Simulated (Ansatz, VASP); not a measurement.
# Two plane-wave programs on Hf2BeCl

```
Hf Be Cl
1.0
     3.25492    0.00000    0.00000
    -1.62746    2.81884    0.00000
     0.00000    0.00000    7.68998
Hf Be Cl
2 1 1
Direct
  0.00000 0.00000 0.73593
  0.00000 0.00000 0.26407
  0.33333 0.66667 0.50000
  0.33333 0.66667 0.00000
```

Alike in both runs: functional PBE; k mesh 18 × 18 × 6; occupations gaussian, width 0.1 eV; no spin polarisation.

Ansatz relaxed the structure, and its values are those at the end. VASP's run is a single point on that final structure, the one shown.

|  | VASP | Ansatz |
| --- | --- | --- |
| version | VASP 6.6.1 | Ansatz 0.2.0 |
| potentials or method | VASP PAW PBE potentials, release 64 (Hf_pv, Be, Cl) | scalar-relativistic, plane waves, PAW |
| plane-wave cutoff (eV) | 520 | 420 |
| valence electrons in the cell | 29 | 61 |

Ansatz gave:

| Item | Value |
| --- | --- |
| gap on the k mesh at the Fermi level (eV) | none |
| pressure (GPa) | 0.0 |
| rms of the force components (eV/Å) | 0.000 |

Q: Estimate VASP's values.

A: gap on the k mesh at the Fermi level (eV): none; pressure (GPa): -0.4; rms of the force components (eV/Å): 0.008.

A gap of «none» marks a metal or a gap that the smearing closes. The two sets of potentials don't hold the same shells in valence. Ansatz warned: «eigensolver_not_converged».

Caveats: an odd number of electrons without spin polarisation forces a metal; a magnetic or distorted state may lie lower. The runs have no spin-orbit coupling, so splittings on Hf are missing.
